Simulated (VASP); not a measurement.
Given:

```
CELL_PARAMETERS angstrom
     -1.57396     1.57396     1.57396
      1.57396    -1.57396     1.57396
      1.57396     1.57396    -1.57396
ATOMIC_POSITIONS crystal
  Mo 0.00000 0.00000 0.00000
```

Method: MS2 meta-GGA, VASP's PBE PAW potentials (set 64) (plane waves; VASP). Settings: 520 eV cut-off, 18×18×18 Γ-centred mesh, tetrahedra with Blöchl corrections, potentials Mo_sv.

Q: Give the energies of bands 5 to 10 at the high-symmetry points, in eV from the Fermi level.

A: 
| band | Γ | H | N | P |
|---|---|---|---|---|
| 5 | -7.36 | -5.48 | -5.43 | -2.74 |
| 6 | -1.45 | -5.48 | -3.53 | -2.74 |
| 7 | -1.45 | 3.99 | 1.53 | -2.74 |
| 8 | -1.45 | 3.99 | 1.82 | 2.69 |
| 9 | 1.86 | 3.99 | 2.56 | 2.69 |
| 10 | 1.86 | 9.13 | 4.77 | 9.81 |

It has no gap at this level: it comes out as a metal or semimetal.

The compound is Mo in the bcc structure. It was relaxed first.
